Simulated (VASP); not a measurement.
Data:

```xyz
3
Lattice="0.0000 2.4579 2.4579 2.4579 0.0000 2.4579 2.4579 2.4579 0.0000" Properties=species:S:1:pos:R:3 pbc="T T T"
Hf     0.0000     0.0000     0.0000
O      1.2289     1.2289     1.2289
O      3.6868     3.6868     3.6868
```

Level of theory: SCAN meta-GGA, VASP's PBE PAW potentials (set 64) (plane waves; VASP). Numerical set-up: 520 eV cut-off, 9×9×9 Γ-centred mesh, Gaussian smearing of 0.050 eV, potentials Hf_pv O.

The job: HfO2 (fluorite), 3 atoms, SCAN, static run, 520 eV, 9×9×9 Γ-centred mesh. Roughly how much core time does it take on a busy server core?

About 50 core-seconds (one run on a shared machine, a rough figure). It had 35 irreducible k-points, 15 bands, up to 821 plane waves and 20 electronic steps.

The compound is HfO2 in the fluorite structure, the high-temperature cubic form, which is unstable at 0 K; the monoclinic form is the stable one. This cell is one point of a volume scan, at 0.94 of the reference volume.
